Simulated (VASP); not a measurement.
## BaTiO3: energy against strain

BaTiO3 (tetragonal perovskite, P4mm, 13.501 Å³/atom and stress up to 0.19 GPa in the relaxed cell, c along z) under a strain ε along c (axis z), the other axes held. PBE in VASP (plane waves, PAW), 600 eV, 8×8×8 Γ-centred mesh, Gaussian smearing 0.05 eV; ions are relaxed, or left where forces stay under 0.02 eV/Å, within the symmetry of each cell. Against the start cell, which lies near the measured one, the relaxed cell differs by 5.0 % in volume and 4.6 % in c; the values below rest on it.

Here s stands for strain and y for E less E0.

```csv
strain (%),E less E0 (meV/atom)
-3.00,?
-1.50,1.09
-1.00,0.52
-0.50,0.16
0.00,0.00
0.50,0.01
1.00,0.17
1.50,0.51
```

Taking a parabola for y over the 7 complete rows: Least squares gives y = -0.005 - 0.1850·s + 0.3567·s². Residuals (row less fit): 0.015, -0.017, -0.017, 0.005, 0.018, 0.003, -0.010; standard error 0.018 (degrees of freedom: 4). Twice the quadratic coefficient over the volume, 2 × 0.3567 meV × 10⁴ × 0.1602 / 13.501 Å³, is the elastic constant C33 = 85 ± 2 GPa (± standard error of the fit, which holds the terms cut off).

Q: Estimate the missing y (s = -3.00); what did the run itself give?

A: y = -0.005 - 0.1850 × (-3.0) + 0.3567 × (-3.0)² = 3.760 meV/atom. The calculation gives 4.23 meV/atom, 0.470 meV/atom above the prediction (11.1 % of the range of y in the table). The row lies outside the fitted rows, so this is an extrapolation. From the scatter of the fitted rows alone, a prediction at this place has a standard error of 0.068 meV/atom, so the miss is 6.9 times that.

A polynomial of degree 3 through the 12 other runs of the series gives 4.19 there, so most of the miss is curvature that the fit leaves out. Rows are the converged runs of the series near zero and its far end, less any whose ions stayed unrelaxed beside relaxed ones; series whose fitted rows scatter by over a few per cent of the range, as at a crossing or softening among them, aren't shown in this form. Most that stay on the fit to the last digits aren't either.
